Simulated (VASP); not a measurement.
Computed with AM05 GGA, VASP's PBE PAW potentials (set 64) (plane waves; VASP).

A VASP calculation is set up with these files.

KPOINTS:
```
Automatic mesh
0
Gamma
13 13 8
0 0 0
```

**INCAR**
```
ALGO=Normal
EDIFF=1E-7
ENCUT=520
GGA=AM
ISIF=2
ISMEAR=-5
LASPH=.True.
LCHARG=.True.
LMAXMIX=6
LORBIT=11
LREAL=.False.
LWAVE=.False.
NEDOS=601
NELM=100
PREC=Accurate
SYSTEM=Er
```

File POSCAR:
```
Er
10.8837810
  0.1623184382  -0.2811437427   0.0000000000
  0.1623184382   0.2811437427   0.0000000000
  0.0000000000   0.0000000000   0.4999999924
Er
2
Cartesian
  0.1623184382   0.0937147683   0.1249999981
  0.1623184382  -0.0937147683   0.3749999943
```

POTCAR, in this order: Er_3 (PBE.64 set). Program: vasp_std.

The 4f electrons are frozen in the core of the lanthanide potential, so 4f levels, which can set the real gap, and their magnetism are missing.

Question: Predict the energy per atom (σ→0), band gap (on the k-mesh).

Answer: 
```yaml
energy per atom (σ→0): -4.707 eV/atom
band gap (on the k-mesh): none (metal, semimetal or under 0.01 eV)
```

### OSZICAR
```
...
DAV:   6    -0.940922600897E+01    0.10978E-01   -0.32358E-02  4600   0.338E+00    0.152E+01
DAV:   7    -0.941372571031E+01   -0.44997E-02   -0.57254E-02  4456   0.443E+00    0.356E-01
DAV:   8    -0.941337347280E+01    0.35224E-03   -0.34759E-03  4414   0.930E-01    0.767E-02
DAV:   9    -0.941336332340E+01    0.10149E-04   -0.21968E-04  4626   0.209E-01    0.309E-02
DAV:  10    -0.941336000376E+01    0.33196E-05   -0.19877E-05  4616   0.567E-02    0.318E-02
DAV:  11    -0.941336008312E+01   -0.79352E-07   -0.11793E-06  4587   0.151E-02    0.455E-03
DAV:  12    -0.941336017572E+01   -0.92608E-07   -0.93366E-08  2625   0.570E-03
   1 F= -.94133602E+01 E0= -.94133602E+01  d E =0.000000E+00
```

The compound is Er in the hcp structure. It was relaxed first.
